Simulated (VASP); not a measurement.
A run of VASP 6.6.1 is set up as follows.

File INCAR:

```
PREC = Accurate
ENCUT = 520
EDIFF = 1E-6
ISMEAR = 0
SIGMA = 0.15
LREAL = F
LASPH = T
NELM = 100
ALGO = Fast
ISIF = 2
LWAVE = F
LCHARG = F
GGA = PS
NBANDS = 16
```

The input KPOINTS:

```
Automatic mesh
0
Gamma
  21 21 10
```

Contents of POSCAR:

```
ZnRe
1.0
    2.7482183437      0.0000000000      0.0000000000
   -1.3741091718      2.3800269008      0.0000000000
    0.0000000000      0.0000000000      4.3143033600
Zn Re
1 1
Direct
    0.0000000000      0.0000000000      0.0000000000
    0.3333333333      0.6666666667      0.5000000000
```

Potentials or basis: VASP PAW PBE potentials, release 64 (Zn, Re).

Command:

```sh
$ cat potpaw_PBE.64/Zn/POTCAR potpaw_PBE.64/Re/POTCAR > POTCAR
$ mpirun -np 1 vasp_std > vasp.out
```

Q: Predict the pressure.

A: -1.0 GPa.

Q: What does it give for the band gap on the k mesh?

A: None (metal or under the smearing width).

Stress tensor (GPa, compression positive):
```
-4.38  0.00  0.00
 0.00 -4.38  0.00
 0.00  0.00  5.84
```

Caveat: the PAW data sets were made with another functional, which shifts forces and pressure a little. Spin-orbit coupling is left out, which matters for the levels of Re.
